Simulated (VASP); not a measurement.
```
Al2Pt
1.0
    0.00000     3.08999     3.08999
    3.08999     0.00000     3.08999
    3.08999     3.08999     0.00000
Al Pt
2 1
Cartesian
  1.54499   1.54499   1.54499
  4.63498   4.63498   4.63498
  0.00000   0.00000   0.00000
```

Computed with vdW-DF2, VASP's PBE PAW potentials (set 64) (plane waves; VASP 6.6.1). Settings: 520 eV cut-off, 9×9×9 Γ-centred mesh, first-order Methfessel-Paxton smearing of 0.10 eV, potentials Al Pt.

**Question.** Give the stress tensor in GPa (positive for a compressed cell).

**Answer.** 
```
-5.61   0.00   0.00
 0.00  -5.61   0.00
 0.00   0.00  -5.61
```
The pressure is its mean diagonal, -5.61 GPa.

The compound is PtAl2 in the fluorite structure. This cell is one point of a volume scan, at 1.06 of the reference volume.
